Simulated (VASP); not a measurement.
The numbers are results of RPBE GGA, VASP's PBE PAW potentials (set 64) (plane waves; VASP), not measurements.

Input for VASP

INCAR:
```
LMAXMIX = 4   ! l cut-off of mixed one-centre charges
LASPH = T
NEDOS = 601
LWAVE = F
LREAL = F   ! projection in real space or not
LORBIT = 11
SYSTEM = CrO2
ISIF = 2   ! forces and stress, cell fixed
PREC = Accurate
LCHARG = T
MAGMOM = 2.2 2.2 -0.1 -0.1 -0.1 -0.1
ISPIN = 2
EDIFF = 1E-7
ISMEAR = -5   ! tetrahedra, Bloechl
NELM = 100
LEFG = T
GGA = RP
ENCUT = 520
ALGO = Normal   ! blocked Davidson
```

**KPOINTS**
```
Automatic mesh
0
Gamma
8 8 12
0 0 0
```

File POSCAR:
```
CrO2
1
    4.4853344156     0.0000000000     0.0000000000
    0.0000000000     4.4853344156     0.0000000000
    0.0000000000     0.0000000000     2.9490823316
Cr O
2 4
Direct
  0.0000000000   0.0000000000   0.0000000000
  0.5000000000   0.5000000000   0.5000000000
  0.3038373536   0.3038373536   0.0000000000
  0.8038373536   0.1961626464   0.5000000000
  0.1961626464   0.8038373536   0.5000000000
  0.6961626464   0.6961626464   0.0000000000
```

POTCAR, in this order: Cr_pv O (PBE.64 set). Program: vasp_std.

For a metal the tetrahedron method with Blöchl corrections gives inexact stress and forces.

Problem. Estimate the energy per atom (σ→0), cell moment, band gap (on the k-mesh).

Solution. 
```
Item                                                        Result
------------------------  ----------------------------------------
energy per atom (σ→0)                               -7.964 eV/atom
cell moment                                                4.00 μB
band gap (on the k-mesh)  none (metal, semimetal or under 0.01 eV)
```

File OSZICAR:
```
...
DAV:  14    -0.477835375767E+02   -0.39714E-04   -0.38161E-04 16170   0.161E-01    0.570E-02
DAV:  15    -0.477835525946E+02   -0.15018E-04   -0.73655E-05 15114   0.724E-02    0.407E-02
DAV:  16    -0.477835472887E+02    0.53059E-05   -0.39429E-05 15786   0.612E-02    0.884E-03
DAV:  17    -0.477835477411E+02   -0.45235E-06   -0.32071E-06 15004   0.118E-02    0.421E-03
DAV:  18    -0.477835480732E+02   -0.33214E-06   -0.42923E-07 12614   0.528E-03    0.179E-03
DAV:  19    -0.477835482059E+02   -0.13272E-06   -0.30574E-07 10936   0.443E-03    0.982E-04
DAV:  20    -0.477835482126E+02   -0.66775E-08   -0.42918E-08  7068   0.189E-03
   1 F= -.47783548E+02 E0= -.47783548E+02  d E =0.000000E+00  mag=     4.0000
```

The compound is CrO2 in the rutile structure. It was relaxed first.
